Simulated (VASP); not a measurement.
Computed with PBEsol GGA, VASP's PBE PAW potentials (set 64) (plane waves; VASP 6.6.1).

The input files of a VASP run:

POSCAR:
```
Cd3HgSe4
1
   -0.0000000000     3.0492738151     3.0492738151
    3.0492738151    -0.0000000000     3.0492738151
   12.1877332922    12.1877332922     0.0093619680
Hg Se Cd
1 4 3
Direct
  0.0004696492   0.0004696492   0.9996477631
  0.2483549621   0.2483549621   0.0637337785
  0.2500607285   0.2500607285   0.3124544537
  0.2504003855   0.2504003855   0.5621997108
  0.2518602940   0.2518602940   0.8111047795
  0.9986622303   0.9986622303   0.2510033273
  0.9999358135   0.9999358135   0.5000481399
  0.0002559370   0.0002559370   0.7498080472
```

**INCAR**
```
NELM  =  100
LMAXMIX  =  6
ISIF  =  2   # forces and stress, cell fixed
GGA  =  PS
NEDOS  =  601   # DOS grid
LCHARG  =  T
ENCUT  =  400   # plane-wave cut-off (eV)
EDIFF  =  1E-7   # SCF stop (eV)
ALGO  =  Normal   # blocked Davidson
LORBIT  =  11
LREAL  =  F   # projection in real space or not
SYSTEM  =  Cd3HgSe4
LASPH  =  T   # aspherical one-centre terms
LWAVE  =  F
PREC  =  Accurate
ISMEAR  =  -5   # tetrahedra, Bloechl
```

KPOINTS:
```
Automatic mesh
0
Gamma
10 10 3
0 0 0
```

POTCAR, in this order: Hg Se Cd (PBE.64 set). Program: vasp_std.

What VASP printed:

OSZICAR:
```
       N       E                     dE             d eps       ncg     rms          rms(c)
DAV:   1     0.446586375874E+03    0.44659E+03   -0.29669E+04  6708   0.123E+03
DAV:   2     0.327124104398E+01   -0.44332E+03   -0.43507E+03  7531   0.330E+02
DAV:   3    -0.244414900207E+02   -0.27713E+02   -0.27579E+02  7836   0.810E+01
DAV:   4    -0.247729490342E+02   -0.33146E+00   -0.33089E+00  7625   0.827E+00
DAV:   5    -0.247763282849E+02   -0.33793E-02   -0.33782E-02  7736   0.777E-01    0.134E+01
DAV:   6    -0.233819576766E+02    0.13944E+01   -0.32954E+00  8299   0.152E+01    0.104E+01
DAV:   7    -0.233539234790E+02    0.28034E-01   -0.16368E+00  7148   0.538E+00    0.324E+00
DAV:   8    -0.233230575674E+02    0.30866E-01   -0.29158E-01  7188   0.421E+00    0.865E-01
DAV:   9    -0.233226783875E+02    0.37918E-03   -0.29725E-02  7226   0.153E+00    0.274E-01
DAV:  10    -0.233225871714E+02    0.91216E-04   -0.20437E-03  7663   0.348E-01    0.727E-02
DAV:  11    -0.233226485119E+02   -0.61341E-04   -0.27164E-04  7218   0.946E-02    0.268E-02
DAV:  12    -0.233226663122E+02   -0.17800E-04   -0.57436E-05  7368   0.475E-02    0.142E-02
DAV:  13    -0.233226709781E+02   -0.46659E-05   -0.81757E-06  7208   0.157E-02    0.441E-03
DAV:  14    -0.233226721699E+02   -0.11918E-05   -0.25092E-06  7166   0.718E-03    0.271E-03
DAV:  15    -0.233226723997E+02   -0.22979E-06   -0.21862E-07  5868   0.243E-03    0.701E-04
DAV:  16    -0.233226723857E+02    0.14012E-07   -0.72867E-08  4667   0.110E-03
   1 F= -.23322672E+02 E0= -.23322672E+02  d E =0.000000E+00
```

**OUTCAR**
```
------------------------ aborting loop because EDIFF is reached ----------------------------------------
  FORCE on cell =-STRESS in cart. coord.  units (eV):
  Direction    XX          YY          ZZ          XY          YZ          ZX
  --------------------------------------------------------------------------------------
  Total        0.0098494      0.0098494      0.0098494     -0.0082673      0.0082673      0.0082673
  in kB        0.0696534      0.0696534      0.0696534     -0.0584647      0.0584647      0.0584647
  external PRESSURE =       0.0696534 kB  Pullay stress =       0.0000000 kB
  volume of cell :      226.56
      direct lattice vectors                 reciprocal lattice vectors
     0.000000000  3.049273815  3.049273815    -0.164036469  0.163910465  0.164036469
     3.049273815  0.000000000  3.049273815     0.163910465 -0.164036469  0.164036469
    12.187733292 12.187733292  0.009361968     0.041040618  0.041040618 -0.041040618
 POSITION                                       TOTAL-FORCE (eV/Angst)
 -----------------------------------------------------------------------------------
     12.18487     12.18487      0.01222        -0.000872     -0.000872      0.000872
      1.53407      1.53407      1.51520        -0.001463     -0.001463      0.001463
      4.57062      4.57062      1.52793         0.010667      0.010667     -0.010667
      7.61548      7.61548      1.53234        -0.006541     -0.006541      0.006541
     10.65352     10.65352      1.54358         0.000085      0.000085     -0.000085
      6.10436      6.10436      6.09274         0.005424      0.005424     -0.005424
      9.14353      9.14353      6.10284        -0.000259     -0.000259      0.000259
      9.13924      9.13924      0.00858        -0.007040     -0.007040      0.007040
 -----------------------------------------------------------------------------------
    total drift:                                0.000371      0.000371     -0.000378
  FREE ENERGIE OF THE ION-ELECTRON SYSTEM (eV)
  ---------------------------------------------------
  free  energy   TOTEN  =       -23.3226723857 eV

  energy  without entropy=      -23.3226723857  energy(sigma->0) =      -23.32267239

 total charge

# of ion       s       p       d       tot
------------------------------------------
    1        0.706   0.405   9.384  10.495
    2        1.460   2.311   0.032   3.802
    3        1.447   2.373   0.023   3.843
    4        1.447   2.372   0.022   3.842
    5        1.450   2.354   0.026   3.829
    6        0.451   0.317   9.545  10.313
    7        0.449   0.315   9.546  10.310
    8        0.451   0.316   9.545  10.313
--------------------------------------------------
tot          7.862  10.763  38.122  56.747
```
(Selected blocks of OUTCAR.)

### OUTCAR
```
 val. band max:        1.0296445582   @ k =   0.0000   0.0000   0.0000

 cond. band min:       1.0296446242   @ k =   0.0000   0.0000   0.0000


 Fermi energy:         1.0309103055

 k-point     1 :       0.0000    0.0000    0.0000
  band No.  band energies     occupation
      1     -11.8950      2.00000
      2     -11.6597      2.00000
      3     -11.6129      2.00000
      4     -11.4272      2.00000
      5      -7.0489      2.00000
      6      -7.0489      2.00000
      7      -7.0150      2.00000
      8      -7.0150      2.00000
      9      -7.0083      2.00000
     10      -6.9807      2.00000
     11      -6.9807      2.00000
     12      -6.8717      2.00000
     13      -6.7005      2.00000
     14      -6.7005      2.00000
     15      -6.6846      2.00000
     16      -6.6846      2.00000
     17      -6.6724      2.00000
     18      -6.6724      2.00000
     19      -6.5811      2.00000
     20      -5.6444      2.00000
     21      -5.6444      2.00000
     22      -5.3261      2.00000
     23      -5.0431      2.00000
     24      -5.0431      2.00000
     25      -3.7598      2.00000
     26      -2.1017      2.00000
     27      -1.6768      2.00000
     28       0.1098      2.00000
     29       0.1098      2.00000
     30       0.4162      2.00000
     31       0.4162      2.00000
     32       0.5680      2.00000
     33       0.5680      2.00000
     34       0.9565      2.00000
     35       0.9961      2.00000
     36       1.0296      2.00000
     37       1.0296      0.00000
     38       2.5915      0.00000
     39       3.0018      0.00000
     40       3.0745      0.00000
     41       6.5811      0.00000
     42       6.6957      0.00000
     43       6.6991      0.00000

 k-point     2 :       0.1000    0.0000   -0.0000
  band No.  band energies     occupation
      1     -11.8591      2.00000
      2     -11.6511      2.00000
      3     -11.5708      2.00000
      4     -11.4150      2.00000
      5      -7.0373      2.00000
...
```

For a metal the tetrahedron method with Blöchl corrections gives inexact stress and forces. Unless said otherwise, spin-orbit coupling is left out, though it shifts the bands of the heavy elements here.

The structure was generated: Cd3HgSe4 was put into an ordered model structure (R3m), which need not be its known phase. It was relaxed first.
